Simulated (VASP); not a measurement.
Input for VASP

File KPOINTS:
```
Automatic mesh
0
Gamma
14 14 8
0 0 0
```

### POSCAR
```
Zr
1
    1.6255383889    -2.8155150239     0.0000000000
    1.6255383889     2.8155150239     0.0000000000
    0.0000000000     0.0000000000     5.2036148484
Zr
2
Direct
  0.3333330000   0.6666670000   0.2500000000
  0.6666670000   0.3333330000   0.7500000000
```

### INCAR
```
ALGO=Normal
EDIFF=1E-7
ENCUT=520
GGA=RE
ISIF=2
ISMEAR=-5
LASPH=T
LCHARG=T
LMAXMIX=4
LORBIT=11
LREAL=F
LWAVE=F
NEDOS=601
NELM=100
PREC=Accurate
SYSTEM=Zr
```

POTCAR, in this order: Zr_sv (PBE.64 set). Program: vasp_std.

Write an equivalent input for Ansatz.

One equivalent input (not run):
Ansatz 0.2 input:
```yaml
crystal:
  lattice:
    - [1.6255384, -2.8155150, 0.0000000]
    - [1.6255384, 2.8155150, 0.0000000]
    - [0.0000000, 0.0000000, 5.2036148]
  atoms:
    - { symbol: Zr, position: [0.3333330, 0.6666670, 0.2500000] }
    - { symbol: Zr, position: [0.6666670, 0.3333330, 0.7500000] }
kpoints:
  mp_grid: { grid: [14, 14, 8] }
hamiltonian:
  xc: revpbe
  pseudopotentials: { kind: paw }
scf:
  occupations: { method: tetrahedron }
  max_iter: 100
output: { forces: true, stress: true, eigenvalues: true }
```
What does not carry over: each code has its own PAW files, so the cut-off isn't converted (ENCUT is set for VASP's; basis.ecutwfc is left out, and Ansatz then takes the one that its files recommend); Ansatz stops its SCF on the density residual and VASP on the energy change (EDIFF).

The compound is Zr in the hcp structure. It was relaxed first.
